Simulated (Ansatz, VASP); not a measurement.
# Cross-check of Sb (Antimony) between VASP and Ansatz

Wanted: the spread between two codes on one cell, functional and k mesh. The cell is taken from a series of runs on this material, whose earlier steps may have relaxed, scaled, displaced or heated it; both programs get it as it stands.

Program: Ansatz 0.2.0. Level of theory: plane waves, with VASP 6.6.1 beside it; zone-centre phonons at LDA. Results are calculated unless marked as measured.

**1. The structure**

It takes space group R-3m (No. 166, trigonal). The conventional cell has a = 4.338 Å, b = 4.338 Å, c = 10.854 Å, α = 90.00°, β = 90.00°, γ = 120.00°. Nearest to Sb lie 3 Sb at 2.92 Å.

Coordinates:

```cif
data_structure
_symmetry_space_group_name_H-M 'R-3m:H'
_symmetry_Int_Tables_number 166
_cell_length_a 4.3384
_cell_length_b 4.3384
_cell_length_c 10.8544
_cell_angle_alpha 90.000
_cell_angle_beta 90.000
_cell_angle_gamma 120.000
_cell_volume 176.93
loop_
_atom_site_label
_atom_site_type_symbol
_atom_site_symmetry_multiplicity
_atom_site_Wyckoff_symbol
_atom_site_fract_x
_atom_site_fract_y
_atom_site_fract_z
_atom_site_occupancy
Sb1 Sb 6 c 0.33333 0.66667 0.90240 1
```

**2. Ansatz: zone-centre phonons, LDA**

Ansatz runs on its PAW soft_1 files.

Second derivatives magnify differences that forces hide, and they need a tight electronic threshold.

File input.yaml:

```yaml
crystal:
  lattice:
    - [2.1692012869, 1.252388947, 3.6181345101]
    - [-2.1692012869, 1.252388947, 3.6181345101]
    - [0.0, -2.5047778939, 3.6181345101]
  atoms:
    - { symbol: Sb, position: [0.2357299718, 0.2357299718, 0.2357299718] }
    - { symbol: Sb, position: [0.7642700282, 0.7642700282, 0.7642700282] }
kpoints:
  mp_grid: { grid: [12, 12, 12] }
hamiltonian:
  xc: lda
  pseudopotentials: { kind: paw, azcp: { folder: soft_1 }, xc_functional: pbe }
scf:
  occupations: { method: methfessel_paxton, width: 0.2 }
output:
  eigenvalues: true
phonons:
  method: dfpt
```

Launch:

```
ansatz run input.yaml --threads 4 --pin off --max-ram 10240MiB --backend cpu --events-out ev --progress --plain --runs-dir out
```

Numbers of over 12 decimals in the logs are rounded to 6 here.

Output:

```text
Engine: ansatz 0.2.0, x86_64-unknown-linux-gnu
Pseudopotentials: kind: paw
Pseudopotential: Sb, paw, valence charge 15, recommended cutoff 420 eV (normal), soft_1/Sb.paw.azcp
Functional definition: SPW92
  exchange = slater_x
  correlation = pw_c
Crystal: 2 atoms, lattice volume = 58.976 Å³
Basis set: ecut = 420 eV, 1171 PW (Γ), exchange–correlation on 60×60×60 points (8 copies of the dense FFT grid, shifted against one another)
Bands: 19, of which v1, the nominal top of the filled ones, is band 15 counted from 1 (14 counted from 0)
Symmetry: 12 space group operations
k-points: 476 of 1728 (irreducible under 2 space group operations, time reversal used)
Non-local potential: Sb, projectors of the file, l = 0: 2, l = 1: 2, l = 2: 2, l = 3: 1
PAW form: soft (Blöchl's): semilocal exchange-correlation on the pseudo side does not see the compensation charge
PAW frozen core: Sb, regenerated for the run's functional, and the local potential with it (the file was generated under x = pbe(κ = 0.804, μ = 0.219515), c = pbe(β = 0.066725))
PAW one-centre angular grid: Sb, 590 points (default); XC on 64 Gauss nodes
Initial density: superposition of atomic densities (chi_scale 0.1, normalization cell)
Initial wavefunctions: pseudopotential atomic-orbital guess
Functional: x = slater, c = lda
SCF iter   1: F=—  HF=-12671.790602 eV  |F-HF|=—  |Δ(HF+E_count)|=         —  Δρ=1.47e-2  dr2=1.04e-1  ethr=3.10e-3  ⟨swp⟩=6.0  Hψ=47941  notcnv=0
preconditioner: auto → Kerker (q_TF=auto, 2.438 Å⁻¹)  [metal: Δε(μ)=0.122 eV  Ē_g=8.784 eV  σ=0.200 eV  W_gap=0.48  n_scr=14 (ndim 8)  ℏωp=15.3 eV  f_vac=0.000  D(μ)=0.13/eV (n_scr^D=0)]
SCF iter   2: F=—  HF=-12671.772948 eV  |F-HF|=—  |Δ(HF+E_count)|=   1.77e-2  S|Δr|=    0.00e0  Δρ=9.34e-3  dr2=4.48e-2  ethr=3.46e-4  ⟨swp⟩=1.1  Hψ=12913  notcnv=0
SCF iter   3: F=—  HF=-12671.764156 eV  |F-HF|=—  |Δ(HF+E_count)|=   8.79e-3  S|Δr|=    0.00e0  Δρ=1.37e-3  dr2=1.81e-3  ethr=1.49e-4  ⟨swp⟩=2.0  Hψ=15659  notcnv=0
SCF iter   4: F=—  HF=-12671.763980 eV  |F-HF|=—  |Δ(HF+E_count)|=   1.75e-4  S|Δr|=    0.00e0  Δρ=4.54e-4  dr2=1.91e-4  ethr=6.05e-6  ⟨swp⟩=2.3  Hψ=11815  notcnv=0
SCF iter   5: F=—  HF=-12671.763993 eV  |F-HF|=—  |Δ(HF+E_count)|=   1.21e-5  S|Δr|=    0.00e0  Δρ=1.43e-4  dr2=1.16e-5  ethr=6.37e-7  ⟨swp⟩=2.9  Hψ=16197  notcnv=0
SCF iter   6: F=—  HF=-12671.763985 eV  |F-HF|=—  |Δ(HF+E_count)|=   7.35e-6  S|Δr|=    0.00e0  Δρ=2.27e-5  dr2=1.89e-7  ethr=3.88e-8  ⟨swp⟩=2.0  Hψ=16195  notcnv=0
SCF iter   7: F=—  HF=-12671.763986 eV  |F-HF|=—  |Δ(HF+E_count)|=   9.10e-7  S|Δr|=    0.00e0  Δρ=8.39e-6  dr2=2.40e-8  ethr=6.31e-10  ⟨swp⟩=2.0  Hψ=16285  notcnv=0
SCF iter   8: F=—  HF=-12671.763986 eV  |F-HF|=—  |Δ(HF+E_count)|=   2.01e-9  S|Δr|=    0.00e0  Δρ=1.42e-6  dr2=1.89e-9  ethr=8.00e-11  ⟨swp⟩=2.5  Hψ=17448  notcnv=0
SCF iter   9: F=—  HF=-12671.763986 eV  |F-HF|=—  |Δ(HF+E_count)|=  1.09e-10  S|Δr|=    0.00e0  Δρ=4.65e-7  dr2=2.22e-10  ethr=6.30e-12  ⟨swp⟩=2.0  Hψ=10470  notcnv=0
SCF iter  10: F=—  HF=-12671.763986 eV  |F-HF|=—  |Δ(HF+E_count)|=  4.73e-11  S|Δr|=    0.00e0  Δρ=1.69e-7  dr2=1.49e-11  ethr=1.00e-12  ⟨swp⟩=3.0  Hψ=16637  notcnv=0
SCF iter  11: F=-12671.763986 eV  HF=-12671.763986 eV  |F-HF|=1.09e-11  |Δ(HF+E_count)|=  1.82e-12  S|Δr|=    0.00e0  Δρ=5.14e-8  dr2=2.10e-12  ethr=1.00e-12  ⟨swp⟩=5.5  Hψ=39360  notcnv=0
SCF 1 converged in 11 iterations: F = -12671.763986 eV  dr2 = 2.10e-12
  greatest PAW one-centre occupation: 0.997 electrons in one spin orbital (limit 2), on the Sb atom at site 1 (counted from 0), in its partial waves of l = 2
DFPT response loops at Γ: preconditioner auto → Kerker (q_TF=auto, 2.438 Å⁻¹) (partly filled bands, converged f_vac=0.000); β = 1.00, the filter's whole step (`scf.mixing.beta` (0.50) is not read by the response loops under this deck's `scf.mixing.preconditioner`; to damp them name `kerker` or `kerker_dos`, under which they read `scf.mixing.beta`, and type it under 1.00, their step now; both keys bind the ground state too); Broyden in place of MSR1
SCF converged after 11 iterations
Stability not checked: this state was not tested for a lower state beside it, because cold or Methfessel-Paxton smearing, or corrected tetrahedra, fill the levels in a way that the test cannot read (fill_not_monotonic; see scf.lower_state_search)
Free energy (F): -12671.763986 eV
Harris-Foulkes:  -12671.763986 eV  (|F-HF|=1.09e-11)
Internal energy: -12671.766264 eV  (E = F + TS)
E sigma→0 (E₀):  -12671.764556 eV
Entropy (-TS):   0.002278 eV (1.139 meV/atom)
Fermi energy:    10.212301 eV
--- Per-component energies (eV) ---
  E_band       = -329.476844
  E_kinetic    = 328.410835
  E_local      = -3130.489821  (includes V_loc(G=0)·N_el)
  E_nonlocal   = 787.485279
  E_hartree    = 1293.325460
  E_xc         = -197.903574
  E_vxc        = -183.484904  (∫ρ·V_xc dr)
  E_paw        = -8789.540656  (= ΣΔE_a)
  E_vpaw       = -718.049407  (= ΣTr[D̂ρ^β])
  E_aug_tail   = 0.000249  (compensation charges beyond the density's cutoff)
  E_ewald      = -2964.171657
  E_core_change = 1.117622  (= ΣΔE_core)
  E_smearing   = 0.002278  (= −TS)
  E_closure    = -0.000000  (closes the sum)
  Σ components = -12671.763986   (vs F -12671.763986, Δ=0.00e0)
--- Band table (eV; the first three rows and the last of 476) ---
  k-point 0: bands = [... 11 lower, 5.4975, 8.3940, 8.3940, 8.4904, 12.6474, 13.1422, 13.1422, 15.2926]
  k-point 1: bands = [... 11 lower, 5.1124, 8.3902, 8.4700, 8.6363, 12.5306, 12.9168, 12.9266, 15.0302]
  k-point 2: bands = [... 11 lower, 4.2372, 8.3872, 8.4947, 9.0206, 12.1374, 12.3564, 12.4119, 14.8871]
  k-point 475: bands = [... 11 lower, 1.1077, 8.9624, 8.9624, 9.6633, 10.1622, 10.1622, 11.1105, 17.7406]
--- Phonons (Γ-DFPT): 2 representative perturbations + reference, on 476 of 1728 k-points (Σ response iterations 6) ---
  k mesh reduced under 2 symmetry operations, with k and −k counted as one. Each operation leaves every solved perturbation unchanged. A smaller set is not used because it would not reduce the number of displacements times k-points to solve
  ASR residual: 3.591e-5 → 0.000e0 eV/Å²; symmetrization residual: 2.227e-5 eV/Å²
  ASR residual per site (eV/Å²): 3.59e-5 3.59e-5
  Γ frequencies (cm⁻¹): 0.00 0.00 0.00 84.72 84.72 139.78
  non-analytic LO–TO correction: not included (Born effective charges unavailable; polar crystals: no LO–TO splitting at Γ)
```

In the SCF lines HF is the Harris–Foulkes energy and dr2 the Hartree energy of the density residual, in eV; the loop may stop once dr2 is under the threshold and the program's other checks hold. Hψ counts applications of the Hamiltonian.

**3. VASP: zone-centre phonons, LDA**

The same cell, functional (in two slightly different forms), mesh and smearing now go to VASP, with its own data sets.

Lines of VASP's logs that name or quote its potential files are left out, and so is its time.

File INCAR:

```
SYSTEM = Sb
PREC = Accurate
ENCUT = 500
EDIFF = 1E-08
NELM = 120
ISMEAR = 1
SIGMA = 0.2
LREAL = .FALSE.
ALGO = Normal
GGA = CA
NBANDS = 11
LORBIT = 11
LWAVE = .FALSE.
LCHARG = .FALSE.
ISIF = 2
IBRION = 8
LASPH = .TRUE.
GGA_COMPAT = .FALSE.
KPAR = 2
```

File POSCAR:

```
Sb
1.0
    2.1692012869      1.2523889470      3.6181345101
   -2.1692012869      1.2523889470      3.6181345101
    0.0000000000     -2.5047778939      3.6181345101
Sb
2
Direct
    0.2357299718      0.2357299718      0.2357299718
    0.7642700282      0.7642700282      0.7642700282
```

File KPOINTS:

```
Automatic mesh
0
Gamma
12 12 12
0 0 0
```

PAW data sets: Sb (LDA family, release 64).

Launch:

```
mpirun -np 2 vasp_std
```

Output:

```text
[banner, memory and clock lines left out]
running    2 mpi-ranks, on    1 nodes
 distrk:  each k-point on    1 cores,    2 groups
 distr:  one band on    1 cores,    1 groups

 POSCAR found type information on POSCAR Sb
 POSCAR found :  1 types and       2 ions
 LDA part: xc-table for (Slater(with rela. corr.)+CA(PZ))
 , standard interpolation
 POSCAR, INCAR and KPOINTS ok, starting setup
 FFT: planning ... GRIDC
 FFT: planning ... GRID_SOFT
 FFT: planning ... GRID
 WAVECAR not read
 entering main loop
       N       E                     dE             d eps       ncg     rms          rms(c)
DAV:   1     0.363815869120E+02    0.36382E+02   -0.34875E+03  4158   0.693E+02
DAV:   2    -0.767924397766E+01   -0.44061E+02   -0.42737E+02  5728   0.114E+02
DAV:   3    -0.963088407893E+01   -0.19516E+01   -0.19356E+01  5049   0.276E+01
DAV:   4    -0.964855379211E+01   -0.17670E-01   -0.17657E-01  4699   0.308E+00
DAV:   5    -0.964876367454E+01   -0.20988E-03   -0.20988E-03  4784   0.376E-01    0.318E+00
DAV:   6    -0.963354562387E+01    0.15218E-01   -0.34958E-03  4686   0.319E-01    0.189E+00
DAV:   7    -0.962500272714E+01    0.85429E-02   -0.74601E-03  4530   0.460E-01    0.570E-02
DAV:   8    -0.962500892198E+01   -0.61948E-05   -0.23351E-04  4704   0.107E-01    0.189E-02
DAV:   9    -0.962501279202E+01   -0.38700E-05   -0.16435E-05  4749   0.251E-02    0.685E-03
DAV:  10    -0.962501240710E+01    0.38493E-06   -0.20134E-06  4698   0.780E-03    0.942E-04
DAV:  11    -0.962501244767E+01   -0.40570E-07   -0.16489E-07  4695   0.264E-03    0.390E-04
DAV:  12    -0.962501244745E+01    0.22141E-09   -0.10867E-08  2937   0.584E-04
   1 F= -.96250124E+01 E0= -.96257741E+01  d E =0.228481E-02
 Linear response reoptimize wavefunctions to high precision
DAV:   1    -0.962501244764E+01   -0.18946E-09   -0.21400E-09  3805   0.312E-04
DAV:   2    -0.962501244765E+01   -0.14779E-10   -0.17011E-10  2388   0.950E-05
 Linear response DOF=           2
 Linear response progress:
  Degree of freedom:   1/  2
       N       E                     dE             d eps       ncg     rms          rms(c)
RMM:   1    -0.261144543328E-01   -0.26114E-01    0.22112E-02 38916   0.121E+00
RMM:   2    -0.257514162930E-01    0.36304E-03   -0.17542E-03 30080   0.252E-01    0.493E-02
RMM:   3    -0.257527036563E-01   -0.12874E-05   -0.51210E-05 31723   0.415E-02    0.291E-02
RMM:   4    -0.258003354778E-01   -0.47632E-04   -0.24786E-05 31892   0.200E-02    0.228E-03
RMM:   5    -0.258059213255E-01   -0.55858E-05   -0.18965E-06 32560   0.374E-03    0.103E-03
RMM:   6    -0.258072463612E-01   -0.13250E-05    0.15303E-07 30872   0.901E-04    0.307E-04
RMM:   7    -0.258064065332E-01    0.83983E-06    0.21937E-07 33082   0.231E-04    0.909E-05
RMM:   8    -0.258063779629E-01    0.28570E-07    0.48530E-08 33735   0.499E-05    0.191E-05
RMM:   9    -0.258063750440E-01    0.29189E-08   -0.10325E-08 33565   0.150E-05    0.206E-06
 first order change of Fermi-energy  -0.17518E-04
 force on displaced ion       1 direction 1 :  -1.776   0.000   0.000
 Linear response progress:
  Degree of freedom:   2/  2
       N       E                     dE             d eps       ncg     rms          rms(c)
RMM:   1    -0.269709017005E-01   -0.26971E-01    0.13345E-02  8109   0.122E+00
RMM:   2    -0.256618280147E-01    0.13091E-02   -0.17093E-03  6498   0.261E-01    0.471E-02
RMM:   3    -0.255629254900E-01    0.98903E-04   -0.46164E-05  6892   0.450E-02    0.280E-02
RMM:   4    -0.254909208588E-01    0.72005E-04   -0.26281E-05  6737   0.246E-02    0.677E-03
RMM:   5    -0.254972675823E-01   -0.63467E-05   -0.82055E-07  6967   0.512E-03    0.245E-03
RMM:   6    -0.254990348011E-01   -0.17672E-05   -0.58383E-08  7016   0.108E-03    0.787E-04
RMM:   7    -0.254984196699E-01    0.61513E-06    0.13393E-08  7079   0.315E-04    0.223E-04
RMM:   8    -0.254984519901E-01   -0.32320E-07    0.43374E-09  7173   0.613E-05    0.267E-05
RMM:   9    -0.254984679634E-01   -0.15973E-07    0.71795E-11  7190   0.213E-05    0.165E-05
RMM:  10    -0.254984699207E-01   -0.19573E-08    0.14493E-09  7220   0.879E-06    0.358E-06
 first order change of Fermi-energy  -0.24530E+00
 force on displaced ion       1 direction 3 :   0.000  -0.000  -4.553
 Linear response finished
```

OUTCAR, selected parts (step 3):

```text
ion  position               nearest neighbor table
   1  0.236  0.236  0.236-   2 2.92   2 2.92   2 2.92   2 3.28   2 3.28   2 3.28
   2  0.764  0.764  0.764-   1 2.92   1 2.92   1 2.92   1 3.28   1 3.28   1 3.28

  LATTYP: Found a trigonal (rhomboedric) cell.
 ALAT       =     4.4005465150
 COS(alpha) =     0.5140221553

 Subroutine GETGRP returns: Found 12 space group operations
 (whereof 12 operations were pure point group operations)

The static configuration has the point symmetry D_3d.

 Found    189 irreducible k-points:

   k-points           NKPTS =    189   k-points in BZ     NKDIM =    189   number of bands    NBANDS=     11

   dimension x,y,z NGX =    32 NGY =   32 NGZ =   32
   dimension x,y,z NGXF=    64 NGYF=   64 NGZF=   64

   ENCUT  =  500.0 eV  36.75 Ry    6.06 a.u.   8.02  8.02  8.02*2*pi/ulx,y,z

   NELECT =      10.0000    total number of electrons

 k-points in reciprocal lattice and weights: Automatic mesh
   0.00000000  0.00000000  0.00000000       0.001
   0.08333333 -0.00000000  0.00000000       0.003
   0.16666667 -0.00000000  0.00000000       0.003
   0.25000000  0.00000000  0.00000000       0.003
   0.33333333 -0.00000000  0.00000000       0.003
   0.41666667  0.00000000 -0.00000000       0.003
   0.50000000  0.00000000  0.00000000       0.002
   0.08333333  0.08333333  0.00000000       0.003
   0.16666667  0.08333333  0.00000000       0.007
[...]
-0.41666667  0.50000000  0.41666667       0.003
   0.50000000  0.50000000  0.50000000       0.001

 average (electrostatic) potential at core
       1 -86.4969       2 -86.4969

  Total       -0.2861006     -0.2861006      0.0689401      0.0000000      0.0000000      0.0000000
  in kB       -7.7723853     -7.7723853      1.8728705      0.0000000      0.0000000      0.0000000
  external PRESSURE =      -4.5573000 kB  Pullay stress =       0.0000000 kB

  energy-cutoff  :      500.00
  volume of cell :       58.98
      direct lattice vectors                 reciprocal lattice vectors
     2.169201287  1.252388947  3.618134510     0.230499587  0.133078998  0.092128508
    -2.169201287  1.252388947  3.618134510    -0.230499587  0.133078998  0.092128508
     0.000000000 -2.504777894  3.618134510     0.000000000 -0.266157997  0.092128508

 POSITION                                       TOTAL-FORCE (eV/Angst)
 -----------------------------------------------------------------------------------
      0.00000      0.00000      2.55871         0.000000      0.000000      0.059664
      0.00000      0.00000      8.29570         0.000000     -0.000000     -0.059664
 -----------------------------------------------------------------------------------
    total drift:                               -0.000000     -0.000000      0.000000

 Eigenvectors and eigenvalues of the dynamical matrix
 ----------------------------------------------------

   1 f  =    4.275428 THz    26.863305 2PiTHz  142.612920 cm-1    17.681741 meV
             X         Y         Z           dx          dy          dz
      0.000000  0.000000  2.558708    -0.000000    0.000000    0.707107
      0.000000  0.000000  8.295695     0.000000   -0.000000   -0.707107

   2 f  =    2.670390 THz    16.778557 2PiTHz   89.074634 cm-1    11.043842 meV
             X         Y         Z           dx          dy          dz
      0.000000  0.000000  2.558708    -0.000000    0.707107   -0.000000
      0.000000  0.000000  8.295695     0.000000   -0.707107    0.000000

   3 f  =    2.670390 THz    16.778557 2PiTHz   89.074634 cm-1    11.043842 meV
             X         Y         Z           dx          dy          dz
      0.000000  0.000000  2.558708     0.707107    0.000000   -0.000000
      0.000000  0.000000  8.295695    -0.707107   -0.000000   -0.000000

   4 f  =    0.000000 THz     0.000000 2PiTHz    0.000001 cm-1     0.000000 meV
             X         Y         Z           dx          dy          dz
      0.000000  0.000000  2.558708     0.068753   -0.303930    0.634744
      0.000000  0.000000  8.295695     0.068753   -0.303930    0.634744

   5 f  =    0.000000 THz     0.000000 2PiTHz    0.000000 cm-1     0.000000 meV
             X         Y         Z           dx          dy          dz
      0.000000  0.000000  2.558708     0.699813   -0.037891   -0.093944
      0.000000  0.000000  8.295695     0.699813   -0.037891   -0.093944

   6 f/i=    0.000000 THz     0.000000 2PiTHz    0.000002 cm-1     0.000000 meV
             X         Y         Z           dx          dy          dz
      0.000000  0.000000  2.558708     0.074393    0.637331    0.297111
      0.000000  0.000000  8.295695     0.074393    0.637331    0.297111

 ELASTIC MODULI CONTR FROM IONIC RELAXATION (kBar)
 Direction    XX          YY          ZZ          XY          YZ          ZX
 --------------------------------------------------------------------------------
 XX         -87.7588    -67.7818   -127.4239     -0.0000     47.6977      0.0000
 YY         -67.7818    -87.7588   -127.4239      0.0000    -47.6977     -0.0000
 ZZ        -127.4239   -127.4239   -208.7794      0.0000     -0.0000     -0.0000
 XY          -0.0000      0.0000      0.0000     -9.9885      0.0000     45.3236
 YZ          47.6977    -47.6977     -0.0000      0.0000   -227.7688     -0.0000
 ZX           0.0000     -0.0000     -0.0000     45.3236     -0.0000   -205.6592
 --------------------------------------------------------------------------------
```

**4. Side by side**

Known differences besides the potentials themselves: the two LDA forms differ slightly; the data sets hold 30 valence electrons in Ansatz (on its PAW soft_1 files) and 10 in VASP; the cutoff is 420 eV in Ansatz and 500 eV in VASP; VASP's log shows a relativistic correction to its local exchange, Ansatz's none. Total energies have different zeros and are not compared.

Compared:

```
                  quantity  Ansatz   VASP  difference
optical mode 1 to 2 (cm⁻¹)    84.7   89.1     -4.89 %
     optical mode 3 (cm⁻¹)   139.8  142.6     -1.99 %
```

Modes are paired by rising frequency, not by their patterns, so a pair may set unlike modes beside each other; they are those without the splitting of longitudinal modes.

**5. Results**

```
r.m.s. difference of the optical zone-centre modes, each program's sorted by frequency (zone-centre phonons, LDA) : 3.9 cm⁻¹
difference in optical mode 1 to 2 (zone-centre phonons, LDA)                                                      : -4.9 %
```

What this shows: The r.m.s. difference of the optical zone-centre modes, each program's sorted by frequency is 3.9 cm⁻¹ (zone-centre phonons, LDA). The data sets hold unlike numbers of valence electrons (30 in Ansatz and 10 in VASP), so part of the differences comes from the potentials. Among the rows given in per cent, the largest difference of the zone-centre phonons, LDA pair is in optical mode 1 to 2, -4.9 %. Such differences can come from data sets, numerical settings and the points named under the comparisons, not from the functional's error against experiment.

[Lines on the potential files, build, host, timing and source positions are cut from VASP's logs without a mark.]

[Logs are printed without paths, hosts, clocks, repeated set-up lines and the standing remarks that a program may print on its own settings, such as how far it seeks lower states.]

[Hosts, paths, dates, database ids (printed as entryN), source tags and the programs' standing remarks are cut or masked in the printed files.]
